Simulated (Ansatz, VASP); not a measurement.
# SnC2: VASP beside Ansatz

```
Sn C
1.0
     4.33665    0.00000    0.00000
     0.00000    5.41727    0.00000
     0.00000    0.00000    3.48917
Sn C
2 4
Direct
  0.50000 0.50000 0.50000
  0.00000 0.00000 0.00000
  0.37872 0.92618 0.50000
  0.87872 0.57382 0.00000
  0.62128 0.07382 0.50000
  0.12128 0.42618 0.00000
```

Alike in both runs: functional PBE; k mesh 4 × 4 × 6; occupations gaussian, width 0.1 eV; no spin polarisation.

Ansatz relaxed the structure, and its values are those at the end. VASP's run is a single point on that final structure, the one shown.

|  | VASP | Ansatz |
| --- | --- | --- |
| version | VASP 6.6.1 | Ansatz 0.2.0 |
| potentials or method | VASP PAW PBE potentials, release 64 (Sn_d, C) | scalar-relativistic, plane waves, PAW |
| plane-wave cutoff (eV) | 520 | 420 |
| valence electrons in the cell | 44 | 44 |

Ansatz gave:

```
gap on the k mesh at the Fermi level (eV) : none
pressure (GPa)                            : 0.0
rms of the force components (eV/Å)        : 0.004
```

Question: Estimate VASP's values.

Answer: gap on the k mesh at the Fermi level (eV): none; pressure (GPa): 0.1; rms of the force components (eV/Å): 0.032.

A gap of «none» marks a metal or a gap that the smearing closes. With one functional, cell and mesh, what is left measures potentials, basis and numerics.

Caveats: the k mesh is coarse (spacing up to 0.36 Å⁻¹), so the values aren't converged.
